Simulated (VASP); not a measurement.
```yaml
crystal:
  lattice:
    - [2.77039, 1.59948, 4.75195]
    - [-2.77039, 1.59948, 4.75195]
    - [0.00000, -3.19897, 4.75195]
  atoms:
    - { symbol: Dy, position: [0.29515, 0.29515, 0.29515] }
    - { symbol: Dy, position: [0.79515, 0.79515, 0.79515] }
    - { symbol: Sc, position: [0.01480, 0.01480, 0.01480] }
    - { symbol: Sc, position: [0.51480, 0.51480, 0.51480] }
    - { symbol: O, position: [0.72303, 0.14025, 0.37706] }
    - { symbol: O, position: [0.37706, 0.72303, 0.14025] }
    - { symbol: O, position: [0.14025, 0.37706, 0.72303] }
    - { symbol: O, position: [0.87706, 0.64025, 0.22303] }
    - { symbol: O, position: [0.22303, 0.87706, 0.64025] }
    - { symbol: O, position: [0.64025, 0.22303, 0.87706] }
```

Level of theory: PBEsol GGA, VASP's PBE PAW potentials (set 64) (plane waves; VASP). Run with 520 eV cut-off, 6×6×6 Γ-centred mesh, tetrahedra with Blöchl corrections, potentials Dy_3 Sc_sv O.

The 4f electrons are frozen in the core of the lanthanide potential, so 4f levels, which can set the real gap, and their magnetism are missing.

Question: Estimate the energy per atom (σ→0), band gap (on the k-mesh) with the smallest direct gap where there is one.

Answer: 
band gap (on the k-mesh): 4.51 eV
smallest direct gap (on the k-mesh): 4.51 eV
energy per atom (σ→0): -9.054 eV/atom

The absolute energy has meaning only against runs of the same code, potentials and settings.

The structure was generated: DyScO3 was put into the LiNbO3 type (R3c), which need not be its known phase. It was relaxed first.
